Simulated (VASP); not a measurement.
# GaC3 (Pm-3m) in VASP: a series of runs

Runs on GaC3. Level: PBE. Tasks: single point.

All numbers are computed with VASP 6.6.1; they aren't measurements. Logs are shortened: lines on timing, memory, paths and dates and some standing lists are left out, and cuts for length are marked.

### Step 1. The crystal as given

Symmetry: Pm-3m, No. 221, cubic system. The conventional cell has a = 3.319 Å, b = 3.319 Å, c = 3.319 Å, α = 90.00°, β = 90.00°, γ = 90.00°. Ga (site symmetry m-3m) has 12 C at 2.35 Å as nearest neighbours. C (site symmetry 4/mmm) is surrounded by 4 Ga at 2.35 Å and 8 C at 2.35 Å.

The cell comes from a database or a generator and needn't be the stable form of this composition.

### Step 2. Single point, PBE

Contents of INCAR:

```
SYSTEM = GaC3
  ALGO = Normal
  EDIFF = 1E-7
  ENCUT = 520
  GGA = PE
  ISIF = 2
  ISMEAR = -1
  LASPH = .TRUE.
  LCHARG = .FALSE.
  LREAL = .FALSE.
  LWAVE = .FALSE.
  NBANDS = 20
  NELM = 60
  PREC = Accurate
  SIGMA = 0.1
```

Contents of KPOINTS:

```
k-points
0
G
  6 6 6
  0 0 0
```

Contents of POSCAR:

```
GaC3
1.0
    3.3189480000      0.0000000000      0.0000000000
    0.0000000000      3.3189480000      0.0000000000
    0.0000000000      0.0000000000      3.3189480000
Ga C
1 3
Direct
    0.0000000000      0.0000000000      0.0000000000
    0.0000000000      0.5000000000      0.5000000000
    0.5000000000      0.0000000000      0.5000000000
    0.5000000000      0.5000000000      0.0000000000
```

Potentials or basis: VASP PAW PBE potentials, release 64 (Ga_d, C).

Started as:

```sh
cat potpaw_PBE.64/Ga_d/POTCAR potpaw_PBE.64/C/POTCAR > POTCAR
mpirun -np 1 vasp_std > vasp.out
```

OUTCAR:

```text
SYSTEM = GaC3
   EDIFF = 1E-7
   ENCUT = 520
   GGA = PE
   ISIF = 2
   ISMEAR = -1
   LASPH = .TRUE.
   LREAL = .FALSE.
   NELM = 60
   PREC = Accurate

 ion  position               nearest neighbor table
   1  0.000  0.000  0.000-   2 2.35   3 2.35   4 2.35   2 2.35   3 2.35   2 2.35   4 2.35   2 2.35
                             3 2.35   4 2.35   3 2.35   4 2.35
   2  0.000  0.500  0.500-   1 2.35   1 2.35   1 2.35   1 2.35
   3  0.500  0.000  0.500-   1 2.35   1 2.35   1 2.35   1 2.35
   4  0.500  0.500  0.000-   1 2.35   1 2.35   1 2.35   1 2.35

  LATTYP: Found a simple cubic cell.
 ALAT       =     3.3189480000

  Lattice vectors:

 A1 = (   3.3189480000,   0.0000000000,   0.0000000000)
 A2 = (   0.0000000000,   3.3189480000,   0.0000000000)
 A3 = (   0.0000000000,   0.0000000000,   3.3189480000)

Analysis of symmetry for initial positions (statically):
=====================================================================
 Subroutine PRICEL returns:
 Original cell was already a primitive cell.

 Routine SETGRP: Setting up the symmetry group for a
 simple cubic supercell.

 Subroutine GETGRP returns: Found 48 space group operations
 (whereof 48 operations were pure point group operations)
 out of a pool of 48 trial point group operations.

The static configuration has the point symmetry O_h .

Analysis of symmetry for dynamics (positions and initial velocities):
=====================================================================
 Subroutine PRICEL returns:
 Original cell was already a primitive cell.

 Routine SETGRP: Setting up the symmetry group for a
 simple cubic supercell.

 Subroutine GETGRP returns: Found 48 space group operations
 (whereof 48 operations were pure point group operations)
 out of a pool of 48 trial point group operations.

The dynamic configuration has the point symmetry O_h .

 Subroutine INISYM returns: Found 48 space group operations
 (whereof 48 operations are pure point group operations),
 and found     1 'primitive' translations

----------------------------------------------------------------------------------------

                                     Primitive cell

  volume of cell :      36.5596

  direct lattice vectors                    reciprocal lattice vectors
     3.318948000  0.000000000  0.000000000     0.301300292  0.000000000  0.000000000
     0.000000000  3.318948000  0.000000000     0.000000000  0.301300292  0.000000000
     0.000000000  0.000000000  3.318948000     0.000000000  0.000000000  0.301300292

  length of vectors
     3.318948000  3.318948000  3.318948000     0.301300292  0.301300292  0.301300292

  position of ions in fractional coordinates (direct lattice)
     0.000000000  0.000000000  0.000000000
     0.000000000  0.500000000  0.500000000
     0.500000000  0.000000000  0.500000000
     0.500000000  0.500000000  0.000000000

  ion indices of the primitive-cell ions
   primitive index   ion index
                 1           1
                 2           2
                 3           3
                 4           4

----------------------------------------------------------------------------------------

 KPOINTS: k-points

Automatic generation of k-mesh.
 Grid dimensions read from file:
 generate k-points for:    6    6    6

 Generating k-lattice:

  Cartesian coordinates                     Fractional coordinates (reciprocal lattice)
     0.050216715  0.000000000  0.000000000     0.166666667  0.000000000  0.000000000
     0.000000000  0.050216715  0.000000000     0.000000000  0.166666667  0.000000000
     0.000000000  0.000000000  0.050216715     0.000000000  0.000000000  0.166666667

  Length of vectors
     0.050216715  0.050216715  0.050216715

  Shift w.r.t. Gamma in fractional coordinates (k-lattice)
     0.000000000  0.000000000  0.000000000

 Subroutine IBZKPT returns following result:
 ===========================================

 Found     20 irreducible k-points:

 Following reciprocal coordinates:
            Coordinates               Weight
  0.000000  0.000000  0.000000      1.000000
  0.166667  0.000000  0.000000      6.000000
  0.333333  0.000000  0.000000      6.000000
  0.500000  0.000000  0.000000      3.000000
  0.166667  0.166667  0.000000     12.000000
  0.333333  0.166667  0.000000     24.000000
[... 12 lines left out ...]
  0.500000  0.500000  0.333333      6.000000
  0.500000  0.500000  0.500000      1.000000
   k-points           NKPTS =     20   k-points in BZ     NKDIM =     20   number of bands    NBANDS=     20
   number of dos      NEDOS =    301   number of ions     NIONS =      4
   total plane-waves  NPLWV =  21952
   dimension x,y,z NGX =    28 NGY =   28 NGZ =   28
   dimension x,y,z NGXF=    56 NGYF=   56 NGZF=   56
   ions per type =               1   3
   NGX,Y,Z   is equivalent  to a cutoff of  14.03, 14.03, 14.03 a.u.
   NGXF,Y,Z  is equivalent  to a cutoff of  28.05, 28.05, 28.05 a.u.
 SYSTEM =  GaC3
   PREC   = accura    normal or accurate (medium, high low for compatibility)
   ISTART =      0    job   : 0-new  1-cont  2-samecut
   ICHARG =      2    charge: 1-file 2-atom 10-const
   ISPIN  =      1    spin polarized calculation?
   LNONCOLLINEAR =      F non collinear calculations
   LSORBIT =      F    spin-orbit coupling
   LASPH  =      T    aspherical Exc in radial PAW
   ENCUT  =  520.0 eV  38.22 Ry    6.18 a.u.   6.17  6.17  6.17*2*pi/ulx,y,z
   NELM   =     60;   NELMIN=  2; NELMDL= -5     # of ELM steps
   EDIFF  = 0.1E-06   stopping-criterion for ELM
   LREAL  =      F    real-space projection
   EDIFFG = 0.1E-05   stopping-criterion for IOM
   NSW    =      0    number of steps for IOM
   IBRION =     -1    ionic relax: 0-MD 1-quasi-New 2-CG
   NFREE  =      0    steps in history (QN), initial steepest desc. (CG)
   ISIF   =      2    stress and relaxation
   ISYM   =      2    0-nonsym 1-usesym 2-fastsym
   POTIM  = 0.5000    time-step for ionic-motion
   TEBEG  =    0.0;   TEEND  =   0.0 temperature during run
   PSTRESS=    0.0 pullay stress
   NELECT =      25.0000    total number of electrons
   NUPDOWN=      -1.0000    fix difference up-down
   EMIN   =  10.00;   EMAX   =-10.00  energy-range for DOS
   EFERMI =   0.00;   METHOD = LEGACY
   ISMEAR =    -1;   SIGMA  =   0.10  broadening in eV -4-tet -1-fermi 0-gaus
   EFERMI_NEDOS =   21; number of points for ismear=-14 and -15
   IALGO  =     38    algorithm
   IMIX   =      4    mixing-type and parameters
     AMIX     =   0.40;   BMIX     =  1.00
     AMIX_MAG =   1.60;   BMIX_MAG =  1.00
  volume/ion in A,a.u.               =       9.14        61.68
  Fermi-wavevector in a.u.,A,eV,Ry     =   1.442296  2.725544 28.303079  2.080218
  Thomas-Fermi vector in A             =   2.560832
   LORBIT       =      0    0 simple, 1 ext, 2 COOP (PROOUT), +10 PAW based schemes
   GGA     = PE    functional components
   LHFCALC =     F    Hartree Fock is set to
   AEXX    =    0.0000 exact exchange contribution
   IVDW    =     0    specifies the selected vdW correction
   LEPSILON=     F    determine dielectric tensor
   LRPA    =     F    only Hartree local field effects (RPA)
 non-spin polarized calculation
  energy-cutoff  :      520.00
  volume of cell :       36.56
 maximum number of plane-waves:      1021
 NGX is ok and might be reduce to    28
   NGX = 13   NGY = 13   NGZ = 13

 number of electron      25.0000005 magnetization

 Free energy of the ion-electron system (eV)
  ---------------------------------------------------
  ext. energy  EPLUGINS =         0.00000000
  ---------------------------------------------------
  free energy    TOTEN  =       -17.73145077 eV

  energy without entropy =      -17.69139854  energy(sigma->0) =      -17.71142466

 E-fermi :   7.3818     XC(G=0): -12.5327

 val. band max:        7.3023529633   @ k =   0.3333   0.3333   0.0000
 cond. band min:       7.4439496383   @ k =   0.3333   0.1667   0.1667
 fundamental gap:      0.1415966751
 Fermi energy:         7.3817667812

 k-point     1 :       0.0000    0.0000    0.0000
  band No.  band energies     occupation
      1      -9.1637      2.00000
      2      -7.6412      2.00000
      3      -7.6412      2.00000
      4      -7.4368      2.00000
      5      -7.4368      2.00000
      6      -7.4368      2.00000
[... 12 lines left out ...]
     19      19.4269      0.00000
     20      19.4269      0.00000

 k-point     2 :       0.1667    0.0000    0.0000
  band No.  band energies     occupation
      1      -8.8381      2.00000
      2      -7.6302      2.00000
      3      -7.6153      2.00000
      4      -7.4620      2.00000
      5      -7.4620      2.00000
      6      -7.4356      2.00000
[... 12 lines left out ...]
     19      18.5039      0.00000
     20      19.4284      0.00000

 k-point     3 :       0.3333    0.0000    0.0000
  band No.  band energies     occupation
      1      -7.9510      2.00000
      2      -7.6083      2.00000
      3      -7.5114      2.00000
      4      -7.5114      2.00000
      5      -7.4880      2.00000
      6      -7.4331      2.00000
[... 12 lines left out ...]
     19      16.8200      0.00000
     20      18.0447      0.00000

 k-point     4 :       0.5000    0.0000    0.0000
  band No.  band energies     occupation
      1      -7.6481      2.00000
      2      -7.5973      2.00000
      3      -7.5355      2.00000
      4      -7.5355      2.00000
      5      -7.4319      2.00000
      6      -6.5571      2.00000
[... 337 lines left out ...]
 k-point    19 :       0.5000    0.5000    0.3333
  band No.  band energies     occupation
      1      -7.7656      2.00000
      2      -7.6904      2.00000
      3      -7.6904      2.00000
      4      -7.4174      2.00000
      5      -7.3729      2.00000
      6      -2.4993      2.00000
[... 12 lines left out ...]
     19      19.8934      0.00000
     20      20.3767      0.00000

 k-point    20 :       0.5000    0.5000    0.5000
  band No.  band energies     occupation
      1      -7.7391      2.00000
      2      -7.7391      2.00000
      3      -7.7391      2.00000
      4      -7.3704      2.00000
      5      -7.3704      2.00000
      6      -1.5651      2.00000
[... 12 lines left out ...]
     19      21.1041      0.00000
     20      21.1041      0.00000

------------------------ aborting loop because EDIFF is reached ----------------------------------------

  FORCE on cell =-STRESS in cart. coord.  units (eV):
  Direction    XX          YY          ZZ          XY          YZ          ZX
  --------------------------------------------------------------------------------------
  -------------------------------------------------------------------------------------
  Total        0.3416471      0.3416471      0.3416471      0.0000000      0.0000000     -0.0000000
  in kB       14.9722488     14.9722488     14.9722488      0.0000000      0.0000000     -0.0000000
  external PRESSURE =      14.9722488 kB  Pullay stress =       0.0000000 kB

 VOLUME and BASIS-vectors are now :
 -----------------------------------------------------------------------------
  energy-cutoff  :      520.00
  volume of cell :       36.56
      direct lattice vectors                 reciprocal lattice vectors
     3.318948000  0.000000000  0.000000000     0.301300292  0.000000000  0.000000000
     0.000000000  3.318948000  0.000000000     0.000000000  0.301300292  0.000000000
     0.000000000  0.000000000  3.318948000     0.000000000  0.000000000  0.301300292

 POSITION                                       TOTAL-FORCE (eV/Angst)
 -----------------------------------------------------------------------------------
      0.00000      0.00000      0.00000         0.000000      0.000000      0.000000
      0.00000      1.65947      1.65947         0.000000      0.000000      0.000000
      1.65947      0.00000      1.65947         0.000000      0.000000      0.000000
      1.65947      1.65947      0.00000         0.000000      0.000000      0.000000
 -----------------------------------------------------------------------------------
    total drift:                               -0.000000      0.000000     -0.000000

  FREE ENERGIE OF THE ION-ELECTRON SYSTEM (eV)
  ---------------------------------------------------
  free  energy   TOTEN  =       -17.7314507690 eV

  energy  without entropy=      -17.6913985422  energy(sigma->0) =      -17.71142466
```

Run time: 18 s. Hardware: 1 thread of Intel Xeon Platinum 8259CL at 2.50GHz (Skylake/Cascade Lake), shared host; peak memory 0.15 GiB.

What came out:

```
Free energy            : -17.7315 eV
Pressure               : 1.5 GPa
Band gap on the k mesh : none (metal or under the smearing width)
```

Levels at points of the mesh, in eV from the Fermi level:
| k point | band 9 | band 10 | band 11 | band 12 | band 13 | band 14 | band 15 | band 16 | band 17 | band 18 |
| --- | --- | --- | --- | --- | --- | --- | --- | --- | --- | --- |
| (0.00, 0.00, 0.00) | -5.32 | -5.32 | -5.32 | 0.07 | 1.35 | 1.35 | 1.35 | 3.93 | 3.93 | 3.93 |
| (0.50, 0.00, 0.00) | -2.82 | -2.82 | -1.91 | -1.91 | -1.62 | -0.56 | 0.72 | 3.70 | 3.70 | 6.47 |
| (0.50, 0.50, 0.00) | -8.73 | -0.98 | -0.45 | -0.45 | -0.38 | -0.38 | -0.27 | 4.29 | 4.63 | 4.93 |
| (0.50, 0.50, 0.50) | -7.04 | -7.04 | -7.04 | -6.99 | -3.26 | 4.66 | 4.66 | 4.66 | 5.09 | 5.09 |

[end of part 1 of 2]
